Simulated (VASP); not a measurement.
Output of a VASP run:

**OSZICAR**
```
       N       E                     dE             d eps       ncg     rms          rms(c)
DAV:   1     0.300986004873E+03    0.30099E+03   -0.19207E+04  1328   0.241E+03
DAV:   2     0.109342516693E+02   -0.29005E+03   -0.27966E+03  1440   0.451E+02
DAV:   3    -0.189710799174E+02   -0.29905E+02   -0.29740E+02  1542   0.156E+02
DAV:   4    -0.195265478769E+02   -0.55547E+00   -0.55491E+00  1458   0.224E+01
DAV:   5    -0.195309441768E+02   -0.43963E-02   -0.43960E-02  1560   0.192E+00    0.156E+01
DAV:   6    -0.156018764387E+02    0.39291E+01   -0.14264E+01  2184   0.751E+01    0.928E+00
DAV:   7    -0.158136981453E+02   -0.21182E+00   -0.30271E+00  1334   0.194E+01    0.567E+00
DAV:   8    -0.158414734107E+02   -0.27775E-01   -0.10187E+00  1992   0.105E+01    0.196E+00
DAV:   9    -0.157590533217E+02    0.82420E-01   -0.25576E-01  2084   0.938E+00    0.373E-01
DAV:  10    -0.157638425365E+02   -0.47892E-02   -0.73252E-02  1332   0.198E+00    0.144E-01
DAV:  11    -0.157636515485E+02    0.19099E-03   -0.16160E-03  1996   0.563E-01    0.356E-02
DAV:  12    -0.157636963921E+02   -0.44844E-04   -0.15176E-04  1812   0.264E-01    0.287E-02
DAV:  13    -0.157636923337E+02    0.40584E-05   -0.28646E-05  1930   0.140E-01    0.901E-03
DAV:  14    -0.157636933366E+02   -0.10029E-05   -0.74523E-06  1368   0.371E-02    0.625E-03
DAV:  15    -0.157636924639E+02    0.87271E-06   -0.20976E-06   944   0.156E-02
   1 F= -.15763692E+02 E0= -.15763138E+02  d E =-.110947E-02
```

File OUTCAR:
```
------------------------ aborting loop because EDIFF is reached ----------------------------------------
  FORCE on cell =-STRESS in cart. coord.  units (eV):
  Direction    XX          YY          ZZ          XY          YZ          ZX
  --------------------------------------------------------------------------------------
  Total        7.1320946      7.1320968      7.4359237      0.0000000      0.0000000      0.0000000
  in kB      239.7687240    239.7687986    249.9829359      0.0000000      0.0000000      0.0000000
  external PRESSURE =     243.1734862 kB  Pullay stress =       0.0000000 kB
  volume of cell :       47.66
      direct lattice vectors                 reciprocal lattice vectors
     1.625000000 -2.814583000  0.000000000     0.307692308 -0.177646209  0.000000000
     1.625000000  2.814583000  0.000000000     0.307692308  0.177646209  0.000000000
     0.000000000  0.000000000  5.210000000     0.000000000  0.000000000  0.191938580
  FREE ENERGIE OF THE ION-ELECTRON SYSTEM (eV)
  ---------------------------------------------------
  free  energy   TOTEN  =       -15.7636924639 eV

  energy  without entropy=      -15.7625829961  energy(sigma->0) =      -15.76313773
```
(Selected blocks of OUTCAR.)

**POSCAR**
```
ZnO
1
    1.6250000000    -2.8145830000     0.0000000000
    1.6250000000     2.8145830000     0.0000000000
    0.0000000000     0.0000000000     5.2100000000
Zn O
2 2
Direct
  0.6666670000   0.3333330000   0.5000000000
  0.3333330000   0.6666670000   0.0000000000
  0.6666670000   0.3333330000   0.8820000000
  0.3333330000   0.6666670000   0.3820000000
```

### Question
Write an INCAR and KPOINTS that could have produced this output.

### Answer
One answer among several that fit: the input of the run itself, PBE GGA, plane waves, VASP's PBE PAW potentials (set 64).

INCAR:
```
# general
SYSTEM =ZnO
PREC   =Accurate
ENCUT  =520
LREAL  =.False.
LASPH  =.True.
NELECT =36.5

# electronic loop
EDIFF  =1E-6
NELM   =100
ALGO   =Normal
LMAXMIX=4

# smearing
ISMEAR =0
SIGMA  =0.05

# functional
GGA    =PE

# ions
ISIF   =2

# output
LWAVE  =.False.
LCHARG =.False.
```

File KPOINTS:
```
Automatic
0
G
  8 8 5
```

POTCAR, in this order: Zn O (PBE.64 set). Program: vasp_std.

The cell is charged, with a uniform compensating background.

The compound is ZnO in the wurtzite structure. The cell was not relaxed at this level. The run is one of a series of settings (NELECT = 36.5 against the base run), some of them coarse on purpose.
